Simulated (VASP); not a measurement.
Elastic constants (GPa) of a crystal from PBEsol GGA, VASP's PBE PAW potentials (set 64) in VASP:

|  | xx | yy | zz | yz | xz | xy |
|---|---|---|---|---|---|---|
| xx | 86.2 | 16.0 | 16.0 | 0.0 | 0.0 | 0.0 |
| yy | 16.0 | 86.2 | 16.0 | 0.0 | 0.0 | 0.0 |
| zz | 16.0 | 16.0 | 86.2 | 0.0 | 0.0 | 0.0 |
| yz | 0.0 | 0.0 | 0.0 | 20.8 | 0.0 | 0.0 |
| xz | 0.0 | 0.0 | 0.0 | 0.0 | 20.8 | 0.0 |
| xy | 0.0 | 0.0 | 0.0 | 0.0 | 0.0 | 20.8 |

Problem. Work out the Voigt, Reuss and Hill moduli, Young's modulus and Poisson's ratio.

Solution. All eigenvalues are positive (smallest 20.8 GPa), so the crystal is stable. K_V = (C11+C22+C33+2(C12+C13+C23))/9 = (258.6 + 2×48.0)/9 = 39.4 GPa; G_V = (258.6 − 48.0 + 3×62.4)/15 = 26.5 GPa. From the compliances, K_R = 39.4 GPa and G_R = 24.8 GPa. Hill: K = 39.4 GPa, G = 25.7 GPa, E = 9KG/(3K+G) = 63.3 GPa, ν = (3K−2G)/(2(3K+G)) = 0.232. K/G = 1.53, below Pugh's 1.75; universal anisotropy A^U = 0.34.

Problem. With a density of 2.02 g/cm³, what are the mean sound speeds?

Solution. v_l = √((K+4G/3)/ρ) = 6.04 km/s and v_t = √(G/ρ) = 3.57 km/s. The crystal is Ca$_{2}$Si (space group Fm-3m), cubic.

The structure comes from a computed database's Ca2Si entry (Fm-3m); how it stands against other phases isn't given here. It was relaxed first.
